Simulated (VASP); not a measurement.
A run of VASP 6.6.1:

Contents of INCAR:

```
PREC     = Accurate       # precision mode
ENCUT    = 520            # plane-wave cutoff, eV
EDIFF    = 1E-7           # SCF threshold, eV
ISMEAR   = -1             # smearing method
SIGMA    = 0.05           # smearing width, eV
LREAL    = F              # projectors in reciprocal space
LASPH    = T              # aspherical terms in the spheres
NELM     = 60             # most SCF steps
ALGO     = Normal         # electronic algorithm
ISIF     = 2              # what is computed and relaxed
LWAVE    = F              # write WAVECAR
LCHARG   = F              # write CHGCAR
LDIPOL   = T            
IDIPOL   = 3            
DIPOL    = 0.5 0.5 0.283
GGA      = PE             # functional
IBRION   = 2              # ionic algorithm
NSW      = 40             # ionic steps
EDIFFG   = -0.01          # ionic threshold
```

KPOINTS

```
regular mesh
0
Gamma
  8 8 1
```

Contents of POSCAR:

```
YTe2
1.0
    3.2892500000      0.0000000000      0.0000000000
    0.0000000000      3.2892500000      0.0000000000
    0.0000000000      0.0000000000     37.0593500000
Y Te
1 2
Selective dynamics
Direct
    0.0000000000      0.0000000000      0.2833300000  F F F
    0.0000000000      0.0000000000      0.3643800000  T T T
    0.0000000000      0.0000000000      0.2022700000  T T T
```

Potentials or basis: VASP PAW PBE potentials, release 64 (Y_sv, Te).

The run is started by

```console
$ cat potpaw_PBE.64/Y_sv/POTCAR potpaw_PBE.64/Te/POTCAR > POTCAR
$ mpirun -np 1 vasp_std > vasp.out
```

Hardware: 1 thread of Intel(R) Xeon(R) 6975P-C (Granite Rapids) (shared host).

Problem. Estimate the wall time of this run.

Solution. It took 2.9 min on 1 thread of Intel(R) Xeon(R) 6975P-C (Granite Rapids) (shared host), peak memory 0.51 GiB. Counts: scf iterations 58, k points 15, ion steps 4.
